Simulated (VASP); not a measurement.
An input for Ansatz (written as the equivalent of a VASP run, and not itself run):

Ansatz 0.2 input:
```yaml
crystal:
  lattice:
    - [-2.1159188, 2.1159188, 2.1159188]
    - [2.1159188, -2.1159188, 2.1159188]
    - [2.1159188, 2.1159188, -2.1159188]
  atoms:
    - { symbol: Rb, position: [0.0000000, 0.0000000, 0.0000000] }
kpoints:
  mp_grid: { grid: [12, 12, 12] }
hamiltonian:
  xc: pbesol
  pseudopotentials: { kind: paw }
scf:
  occupations: { method: methfessel_paxton, width: 0.1 }
  max_iter: 100
relax:
  max_steps: 40
  f_tol: 0.02
  cell: { p_target: 10 }
output: { forces: true, stress: true, eigenvalues: true }
```

Question: Write the VASP files for the same calculation (PBEsol).

Answer: One answer among several that fit: 
**KPOINTS**
```
Automatic mesh
0
Gamma
12 12 12
0 0 0
```

POSCAR:
```
Rb
1
   -2.1159188246     2.1159188246     2.1159188246
    2.1159188246    -2.1159188246     2.1159188246
    2.1159188246     2.1159188246    -2.1159188246
Rb
1
Direct
  0.0000000000   0.0000000000   0.0000000000
```

INCAR:
```
SYSTEM = Rb
PREC = Accurate; ENCUT = 500; LREAL = .FALSE.
LASPH = .TRUE.
EDIFF = 1E-6; NELM = 100; ALGO = Normal
LMAXMIX = 4
ISMEAR = 1; SIGMA = 0.1
GGA = PS
IBRION = 2; NSW = 40; ISIF = 3
EDIFFG = -0.02; PSTRESS = 100
LWAVE = .FALSE.; LCHARG = .FALSE.
```

POTCAR, in this order: Rb_sv (PBE.64 set). Program: vasp_std.

Limits of the translation: each code has its own PAW files, so the cut-off isn't converted (ENCUT is set for VASP's; basis.ecutwfc is left out, and Ansatz then takes the one that its files recommend); Ansatz stops its SCF on the density residual and VASP on the energy change (EDIFF).

The compound is Rb in the bcc structure. This run relaxes it under an external pressure of 10 GPa. Symmetry was kept, so distortions that lower it aren't found.
